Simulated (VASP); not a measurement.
Level of theory: PBEsol GGA, VASP's PBE PAW potentials (set 64) (plane waves; VASP).

Input for VASP

**KPOINTS**
```
Automatic mesh
0
Gamma
5 5 5
0 0 0
```

### INCAR
```
EDIFF=1E-6   ! SCF stop (eV)
LMAXMIX=6   ! l cut-off of mixed one-centre charges
NELM=100   ! most electronic steps
LASPH=.TRUE.   ! aspherical one-centre terms
LREAL=.FALSE.
ENCUT=300   ! plane-wave cut-off (eV)
ALGO=Normal
LCHARG=.FALSE.
LWAVE=.FALSE.
ISMEAR=-1   ! Fermi-Dirac
SYSTEM=Nb6PtAu
GGA=PS
ISIF=2   ! forces and stress, cell fixed
SIGMA=0.05   ! width (eV)
PREC=Accurate
```

File POSCAR:
```
Nb6PtAu
1
    5.1461770000     0.0000000000     0.0000000000
    0.0000000000     5.1461770000     0.0000000000
    0.0000000000     0.0000000000     5.1461770000
Nb Pt Au
6 1 1
Direct
 -0.0045900000   0.5110760000   0.7572870000
 -0.0014490000   0.4963710000   0.2440400000
  0.7540460000   0.0055070000   0.4995750000
  0.2413350000  -0.0181620000   0.4933710000
  0.5000640000   0.7574500000  -0.0003410000
  0.5005300000   0.2413250000   0.0031450000
  0.0005580000   0.0010400000  -0.0030780000
  0.5095050000   0.5053920000   0.5060000000
```

POTCAR, in this order: Nb_sv Pt Au (PBE.64 set). Program: vasp_std.

What VASP printed:

**OSZICAR**
```
       N       E                     dE             d eps       ncg     rms          rms(c)
DAV:   1     0.839587595052E+03    0.83959E+03   -0.40983E+04  7810   0.118E+03
DAV:   2    -0.493620658125E+01   -0.84452E+03   -0.82268E+03  8865   0.497E+02
DAV:   3    -0.792333953967E+02   -0.74297E+02   -0.72531E+02 12652   0.100E+02
DAV:   4    -0.841780920372E+02   -0.49447E+01   -0.48897E+01 12388   0.263E+01
DAV:   5    -0.844933834689E+02   -0.31529E+00   -0.31342E+00 11620   0.639E+00    0.247E+01
DAV:   6    -0.799507635291E+02    0.45426E+01   -0.26047E+01  8132   0.242E+01    0.138E+01
DAV:   7    -0.788484566035E+02    0.11023E+01   -0.59657E+00 10687   0.139E+01    0.429E+00
DAV:   8    -0.786851560240E+02    0.16330E+00   -0.14248E+00 10364   0.531E+00    0.243E+00
DAV:   9    -0.786442215529E+02    0.40934E-01   -0.29294E-01  9506   0.293E+00    0.175E+00
DAV:  10    -0.786421467526E+02    0.20748E-02   -0.68803E-02 10004   0.149E+00    0.754E-01
DAV:  11    -0.786416385307E+02    0.50822E-03   -0.31752E-02 11117   0.108E+00    0.252E-01
DAV:  12    -0.786396508409E+02    0.19877E-02   -0.97760E-03 11764   0.584E-01    0.603E-02
DAV:  13    -0.786396890317E+02   -0.38191E-04   -0.86806E-04 11020   0.148E-01    0.446E-02
DAV:  14    -0.786396719881E+02    0.17044E-04   -0.13488E-04 11172   0.762E-02    0.251E-02
DAV:  15    -0.786396724532E+02   -0.46508E-06   -0.17400E-05 11577   0.238E-02    0.104E-02
DAV:  16    -0.786396717954E+02    0.65780E-06   -0.42526E-06  6820   0.139E-02
   1 F= -.78639672E+02 E0= -.78597684E+02  d E =-.839755E-01
```

File OUTCAR:
```
------------------------ aborting loop because EDIFF is reached ----------------------------------------
  FORCE on cell =-STRESS in cart. coord.  units (eV):
  Direction    XX          YY          ZZ          XY          YZ          ZX
  --------------------------------------------------------------------------------------
  Total        0.2742124      0.7017846      0.0809215     -0.6776615      0.3625139      0.2498644
  in kB        3.2236173      8.2501198      0.9513064     -7.9665312      4.2616828      2.9373849
  external PRESSURE =       4.1416812 kB  Pullay stress =       0.0000000 kB
  volume of cell :      136.29
      direct lattice vectors                 reciprocal lattice vectors
     5.146177000  0.000000000  0.000000000     0.194319006  0.000000000  0.000000000
     0.000000000  5.146177000  0.000000000     0.000000000  0.194319006  0.000000000
     0.000000000  0.000000000  5.146177000     0.000000000  0.000000000  0.194319006
 POSITION                                       TOTAL-FORCE (eV/Angst)
 -----------------------------------------------------------------------------------
      5.12256      2.63009      3.89713         0.398125     -0.468315     -0.346668
      5.13872      2.55441      1.25587         0.172510      0.013675      0.322912
      3.88045      0.02834      2.57090        -0.240332     -0.052242     -0.061400
      1.24195      5.05271      2.53897         0.392417      0.769565      0.191904
      2.57342      3.89797      5.14442         0.063961     -0.505019      0.203043
      2.57582      1.24190      0.01618        -0.233004      0.581346     -0.122422
      0.00287      0.00535      5.13034        -0.011621      0.148840      0.036323
      2.62200      2.60084      2.60397        -0.542057     -0.487851     -0.223692
 -----------------------------------------------------------------------------------
    total drift:                               -0.000059      0.000326      0.000027
  FREE ENERGIE OF THE ION-ELECTRON SYSTEM (eV)
  ---------------------------------------------------
  free  energy   TOTEN  =       -78.6396717954 eV

  energy  without entropy=      -78.5556963091  energy(sigma->0) =      -78.59768405
```
(Selected blocks of OUTCAR.)

At this cut-off the stress carries a Pulay error, which pulls relaxed volumes low.

The structure comes from a computed database's Nb6PtAu entry (Pm-3); how it stands against other phases isn't given here. The cell was not relaxed at this level, atoms are displaced from their ideal sites. The electron count is odd and the run is not spin-polarised, which forces a metal.
